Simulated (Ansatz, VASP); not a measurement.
# One calculation of MgCdSn2O6, two programs

```
Mg Cd Sn O
1.0
     0.00000    4.03946    4.03946
     4.03946    0.00000    4.03946
     4.03946    4.03946    0.00000
Mg Cd Sn O
1 1 2 6
Cartesian
  4.0395 4.0395 4.0395
  0.0000 0.0000 0.0000
  6.0592 6.0592 6.0592
  2.0197 2.0197 2.0197
  0.0000 2.0197 2.0197
  2.0197 0.0000 2.0197
  2.0197 2.0197 0.0000
  4.0395 2.0197 2.0197
  2.0197 4.0395 2.0197
  2.0197 2.0197 4.0395
```

Alike in both runs: functional PBE; k mesh 4 × 4 × 4; occupations gaussian, width 0.1 eV; no spin polarisation.

Ansatz relaxed the structure, and its values are those at the end. VASP's run is a single point on that final structure, the one shown.

|  | VASP | Ansatz |
| --- | --- | --- |
| version | VASP 6.6.1 | Ansatz 0.2.0 |
| potentials or method | VASP PAW PBE potentials, release 64 (Mg, Cd, Sn_d, O) | scalar-relativistic, plane waves, PAW |
| plane-wave cutoff (eV) | 520 | 420 |
| valence electrons in the cell | 78 | 94 |

```tsv
	VASP	Ansatz	Ansatz less VASP
gap on the k mesh at the Fermi level (eV)	none	none	-
pressure (GPa)	0.5	0.1	-0.42
```

A gap of «none» marks a metal or a gap that the smearing closes. The functional is the same, so the differences come from potentials, cutoffs and numerics. The two sets of potentials don't hold the same shells in valence.
